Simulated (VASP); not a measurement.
OSZICAR of a VASP run on Te (trig):

File OSZICAR:
```
       N       E                     dE             d eps       ncg     rms          rms(c)
DAV:   1     0.559852198215E+02    0.55985E+02   -0.67897E+03   442   0.114E+03
DAV:   2    -0.286107282229E+02   -0.84596E+02   -0.80604E+02   587   0.162E+02
DAV:   3    -0.345681800371E+02   -0.59575E+01   -0.58941E+01   562   0.506E+01
DAV:   4    -0.346767278149E+02   -0.10855E+00   -0.10836E+00   510   0.782E+00
DAV:   5    -0.346791627637E+02   -0.24349E-02   -0.24349E-02   571   0.127E+00    0.112E+01
DAV:   6    -0.330935377924E+02    0.15856E+01   -0.41681E+00   442   0.233E+01    0.635E+00
DAV:   7    -0.330949129187E+02   -0.13751E-02   -0.69081E-01   447   0.931E+00    0.759E-01
DAV:   8    -0.330082468569E+02    0.86666E-01   -0.32626E-01   442   0.669E+00    0.207E+00
DAV:   9    -0.329724857675E+02    0.35761E-01   -0.14271E-02   487   0.166E+00    0.199E+00
DAV:  10    -0.329387564606E+02    0.33729E-01   -0.14564E-02   442   0.179E+00    0.132E+00
DAV:  11    -0.332566613291E+02   -0.31790E+00   -0.18981E-01   442   0.560E+00    0.169E+00
DAV:  12    -0.332585189709E+02   -0.18576E-02   -0.35003E-03   477   0.510E-01    0.136E+00
DAV:  13    -0.332587312764E+02   -0.21231E-03   -0.11934E-04   497   0.110E-01    0.128E+00
DAV:  14    -0.332589370733E+02   -0.20580E-03   -0.29391E-04   442   0.133E-01    0.118E+00
DAV:  15    -0.332589556736E+02   -0.18600E-04   -0.18663E-05   502   0.322E-02    0.110E+00
DAV:  16    -0.332589629196E+02   -0.72460E-05   -0.30681E-05   442   0.500E-02    0.136E+00
DAV:  17    -0.332589630296E+02   -0.11003E-06   -0.14465E-03   442   0.337E-01    0.362E-01
DAV:  18    -0.332591641892E+02   -0.20116E-03   -0.27932E-04   452   0.180E-01    0.237E-02
DAV:  19    -0.332591842785E+02   -0.20089E-04   -0.16164E-05   457   0.426E-02    0.619E-02
DAV:  20    -0.332591772853E+02    0.69932E-05   -0.68723E-06   442   0.321E-02    0.168E-02
DAV:  21    -0.332591885217E+02   -0.11236E-04   -0.79965E-06   442   0.393E-02    0.224E-02
DAV:  22    -0.332591891811E+02   -0.65941E-06   -0.16668E-06   326   0.159E-02
   1 F= -.33259189E+02 E0= -.33259189E+02  d E =-.332592E+02
```

Which electronic solver shows in the log?

It is blocked Davidson (ALGO = Normal, or the opening steps of other solvers). The INCAR had ALGO = Normal.

Can the final energy be trusted as converged?

The run converged. It stopped with EDIFF = 1E-6, NELM = 100, NSW = 60 and EDIFFG = -0.02 after 1 ionic step (TPSS meta-GGA, plane waves, VASP's PBE PAW potentials (set 64)).

The compound is Te in the trig structure. It was relaxed first. The start is the result of an earlier pass.
